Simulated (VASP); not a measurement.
A convergence study with VASP on PdIn (CsCl type): a few settings are varied, all else stays as given below, so the limit is that of these other settings. The cell's lengths are 1 % over those of the tabulated start and one atom is moved, so it is off equilibrium.

```xyz
2
Lattice="3.2825 0.0000 0.0000 0.0000 3.2825 0.0000 0.0000 0.0000 3.2825" Properties=species:S:1:pos:R:3 pbc="T T T"
In     1.6413     1.6413     1.6413
Pd     0.0606     0.0000     0.0000
```

Computed with PBE GGA, VASP's PBE PAW potentials (set 64) (plane waves; VASP 6.6.1). The last row used: 900 eV cut-off, 9×9×9 Γ-centred mesh, first-order Methfessel-Paxton smearing of 0.10 eV, potentials In_d Pd_pv.

Energies of different potentials or hybrids have different zeros.

```json
[
 {"setting": "ENCUT = 300, POTCAR In_d Pd", "E (eV/atom)": "-4.3636", "pressure (GPa)": "2.24", "largest force (eV/Å)": "0.243", "plane waves": "437"},
 {"setting": "ENCUT = 400, POTCAR In_d Pd", "E (eV/atom)": "-4.3619", "pressure (GPa)": "2.44", "largest force (eV/Å)": "0.243", "plane waves": "656"},
 {"setting": "ENCUT = 520, POTCAR In_d Pd", "E (eV/atom)": "-4.3620", "pressure (GPa)": "2.65", "largest force (eV/Å)": "0.243", "plane waves": "963"},
 {"setting": "ENCUT = 700, POTCAR In_d Pd", "E (eV/atom)": "-4.3620", "pressure (GPa)": "2.72", "largest force (eV/Å)": "0.243", "plane waves": "1503"},
 {"setting": "ENCUT = 900, POTCAR In_d Pd", "E (eV/atom)": "-4.3617", "pressure (GPa)": "2.69", "largest force (eV/Å)": "0.243", "plane waves": "2218"},
 {"setting": "ENCUT = 300, POTCAR In Pd", "E (eV/atom)": "(withheld)", "pressure (GPa)": "(withheld)", "largest force (eV/Å)": "0.228", "plane waves": "437"},
 {"setting": "ENCUT = 400, POTCAR In Pd", "E (eV/atom)": "-4.3863", "pressure (GPa)": "1.95", "largest force (eV/Å)": "0.228", "plane waves": "656"},
 {"setting": "ENCUT = 520, POTCAR In Pd", "E (eV/atom)": "-4.3864", "pressure (GPa)": "2.14", "largest force (eV/Å)": "0.228", "plane waves": "963"},
 {"setting": "ENCUT = 700, POTCAR In Pd", "E (eV/atom)": "-4.3864", "pressure (GPa)": "2.18", "largest force (eV/Å)": "0.228", "plane waves": "1503"},
 {"setting": "ENCUT = 900, POTCAR In Pd", "E (eV/atom)": "(withheld)", "pressure (GPa)": "2.18", "largest force (eV/Å)": "0.228", "plane waves": "2218"},
 {"setting": "ENCUT = 300, POTCAR In_d Pd_pv", "E (eV/atom)": "-4.3571", "pressure (GPa)": "2.19", "largest force (eV/Å)": "0.243", "plane waves": "437"},
 {"setting": "ENCUT = 400, POTCAR In_d Pd_pv", "E (eV/atom)": "-4.3572", "pressure (GPa)": "2.13", "largest force (eV/Å)": "0.244", "plane waves": "656"},
 {"setting": "ENCUT = 520, POTCAR In_d Pd_pv", "E (eV/atom)": "-4.3583", "pressure (GPa)": "2.69", "largest force (eV/Å)": "0.243", "plane waves": "963"},
 {"setting": "ENCUT = 700, POTCAR In_d Pd_pv", "E (eV/atom)": "-4.3584", "pressure (GPa)": "2.75", "largest force (eV/Å)": "0.243", "plane waves": "1503"},
 {"setting": "ENCUT = 900, POTCAR In_d Pd_pv", "E (eV/atom)": "-4.3583", "pressure (GPa)": "2.72", "largest force (eV/Å)": "0.243", "plane waves": "2218"}
]
```

Question: Fill in the missing entries.

Answer: 
- ENCUT = 900, POTCAR In Pd, E (eV/atom): -4.3862
- ENCUT = 300, POTCAR In Pd, E (eV/atom): -4.3892
- ENCUT = 300, POTCAR In Pd, pressure (GPa): 2.05

Left out are rungs that failed or repeat a setting and relaxations that didn't move; long series are thinned to 24 rows.

The compound is PdIn in the CsCl type structure. The cell was not relaxed at this level, it is distorted from the ideal structure. The electron count is odd and the run is not spin-polarised, which forces a metal.
